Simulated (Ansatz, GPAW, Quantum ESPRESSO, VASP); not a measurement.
As2Ru (P1, 6 atoms in the cell) computed with different codes at matched settings

Self-consistent single point, at a second geometry (atoms moved at random). First geometry:

```xyz
6
Lattice="5.4356 0.0000 0.0000 0.0000 6.2059 0.0000 0.0000 0.0000 3.0011" Properties=species:S:1:pos:R:3 pbc="T T T"
As     1.7895     5.3765     1.5006
As     3.6461     0.8294     1.5006
As     4.5073     3.9324     0.0000
As     0.9283     2.2735     0.0000
Ru     2.7178     3.1030     1.5006
Ru     0.0000     0.0000     0.0000
```

Second geometry:
```xyz
6
Lattice="5.4356 0.0000 0.0000 0.0000 6.2059 0.0000 0.0000 0.0000 3.0011" Properties=species:S:1:pos:R:3 pbc="T T T"
As     1.8345     5.3599     1.5036
As     3.6402     0.8722     1.5674
As     4.5353     3.8649     0.0230
As     0.9388     2.3014     0.0040
Ru     2.7277     3.1066     1.4739
Ru    -0.0876     0.0099    -0.0702
```

Shared settings, as Ansatz (a quantum-chemistry and plane-wave program) writes them: kpoints.mp_grid.grid = 3 3 6; scf.occupations.method = fermi_dirac; scf.occupations.width = 0.01 eV. Potentials and cutoffs stand in the table.

```
code                                                                      model  ΔF from the first geometry (meV/atom)  pressure (GPa)  largest force (eV/Å)  gap on the mesh (eV)  cutoff
----------------  -------------------------------------------------------------  -------------------------------------  --------------  --------------------  --------------------  ------
Quantum ESPRESSO            LDA (PZ), GBRV 1.5 ultrasoft (LDA) pseudopotentials                                   41.2           -4.44                 1.914                 0.575   40 Ry
GPAW              LDA (Perdew-Wang 92), GPAW PAW datasets LDA (gpaw-data 1.0.1)                                   40.3           -5.27                 1.856                 0.553  600 eV
Ansatz                                      LDA (PW92), PAW files made with PBE                                   40.1           -5.52                 1.857                 0.573  420 eV
VASP                               LDA (PZ), VASP's LDA PAW potentials (set 64)                                   40.7           -5.01                 1.884                 0.563  300 eV
```

Size of the force on each atom (eV/Å): Sizes of forces hide their directions.

| code | As1 | As2 | As3 | As4 | Ru5 | Ru6 |
|---|---|---|---|---|---|---|
| Quantum ESPRESSO | 1.163 | 0.838 | 1.456 | 1.027 | 0.446 | 1.914 |
| GPAW | 1.127 | 0.814 | 1.446 | 1.010 | 0.438 | 1.856 |
| Ansatz | 1.145 | 0.829 | 1.406 | 0.974 | 0.439 | 1.857 |
| VASP | 1.148 | 0.827 | 1.445 | 1.015 | 0.442 | 1.884 |

Gaps are read on the mesh.

The spread over the programs that give each value: ΔF from the first geometry within 1.1 meV/atom; pressure within 1.08 GPa; largest force within 0.058 eV/Å; gap on the mesh within 0.022 eV.

Ansatz's pressure is given at a fixed set of plane waves, as the other plane-wave codes print theirs; with its correction for the finite basis it is -5.41 GPa. The same LDA comes in different parametrisations, which differ slightly.

VASP's run is marked for a possible Pulay error in its stress at this cutoff; no cutoff test was made.

The starting cell comes from a database of computed structures (which also holds hypothetical and non-ambient phases and stackings), without a prior relaxation at this level. For this run, on top of that: atoms moved at random.

Left out of this page: ABINIT, CP2K, FLEUR and SIESTA (not drawn, or without a comparable value).

Keys are those of Ansatz 0.2.
